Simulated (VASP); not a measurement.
Method: PBE GGA, VASP's PBE PAW potentials (set 64) (plane waves; VASP).

VASP input:

POSCAR:
```
GaSb
1
    0.0000000000     3.1096801953     3.1096801953
    3.1096801953     0.0000000000     3.1096801953
    3.1096801953     3.1096801953     0.0000000000
Ga Sb
1 1
Direct
  0.0000000000   0.0000000000   0.0000000000
  0.2500000000   0.2500000000   0.2500000000
```

File KPOINTS:
```
Regular mesh
0
gamma
  10 10 10
```

**INCAR**
```
EDIFF  =  1E-7   ! SCF stop (eV)
ISMEAR  =  1   ! Methfessel-Paxton
LCHARG  =  .FALSE.
ISIF  =  2   ! forces and stress, cell fixed
NELM  =  100
ALGO  =  Normal   ! blocked Davidson
LASPH  =  .TRUE.   ! aspherical one-centre terms
LWAVE  =  .FALSE.
LMAXMIX  =  4   ! l cut-off of mixed one-centre charges
SYSTEM  =  GaSb
LREAL  =  .FALSE.
GGA  =  PE
ENCUT  =  520   ! plane-wave cut-off (eV)
SIGMA  =  0.1
PREC  =  Accurate
```

POTCAR, in this order: Ga_d Sb (PBE.64 set). Program: vasp_std.

The run wrote:

OSZICAR:
```
       N       E                     dE             d eps       ncg     rms          rms(c)
DAV:   1     0.745132294249E+02    0.74513E+02   -0.87488E+03  1230   0.166E+03
DAV:   2    -0.192120355549E+01   -0.76434E+02   -0.74142E+02  1317   0.301E+02
DAV:   3    -0.732158766481E+01   -0.54004E+01   -0.53177E+01  1557   0.705E+01
DAV:   4    -0.741655309096E+01   -0.94965E-01   -0.94917E-01  1412   0.102E+01
DAV:   5    -0.741899413386E+01   -0.24410E-02   -0.24410E-02  1609   0.142E+00    0.298E+00
DAV:   6    -0.738046082885E+01    0.38533E-01   -0.71211E-02  1702   0.463E+00    0.179E+00
DAV:   7    -0.737011077830E+01    0.10350E-01   -0.38805E-02  1437   0.184E+00    0.337E-01
DAV:   8    -0.737103227418E+01   -0.92150E-03   -0.46423E-03  1487   0.935E-01    0.680E-02
DAV:   9    -0.737151315145E+01   -0.48088E-03   -0.70122E-04  1348   0.240E-01    0.334E-02
DAV:  10    -0.737156568886E+01   -0.52537E-04   -0.62364E-05  1472   0.538E-02    0.990E-03
DAV:  11    -0.737158322179E+01   -0.17533E-04   -0.29855E-05  1312   0.477E-02    0.371E-03
DAV:  12    -0.737158434503E+01   -0.11232E-05   -0.16293E-06  1447   0.104E-02    0.868E-04
DAV:  13    -0.737158416826E+01    0.17677E-06   -0.57315E-08   966   0.195E-03    0.148E-04
DAV:  14    -0.737158422323E+01   -0.54972E-07   -0.23184E-08   871   0.126E-03
   1 F= -.73715842E+01 E0= -.73716441E+01  d E =0.179627E-03
```

**OUTCAR**
```
------------------------ aborting loop because EDIFF is reached ----------------------------------------
  FORCE on cell =-STRESS in cart. coord.  units (eV):
  Direction    XX          YY          ZZ          XY          YZ          ZX
  --------------------------------------------------------------------------------------
  Total       -0.0192686     -0.0192686     -0.0192686      0.0000000      0.0000000     -0.0000000
  in kB       -0.5133156     -0.5133156     -0.5133156      0.0000000      0.0000000     -0.0000000
  external PRESSURE =      -0.5133156 kB  Pullay stress =       0.0000000 kB
  volume of cell :       60.14
      direct lattice vectors                 reciprocal lattice vectors
     0.000000000  3.109680195  3.109680195    -0.160788238  0.160788238  0.160788238
     3.109680195  0.000000000  3.109680195     0.160788238 -0.160788238  0.160788238
     3.109680195  3.109680195  0.000000000     0.160788238  0.160788238 -0.160788238
  FREE ENERGIE OF THE ION-ELECTRON SYSTEM (eV)
  ---------------------------------------------------
  free  energy   TOTEN  =        -7.3715842232 eV

  energy  without entropy=       -7.3717638501  energy(sigma->0) =       -7.37164410
```
(Selected blocks of OUTCAR.)

The compound is GaSb in the zinc blende structure. It was relaxed first, which changed the volume by +6 %.
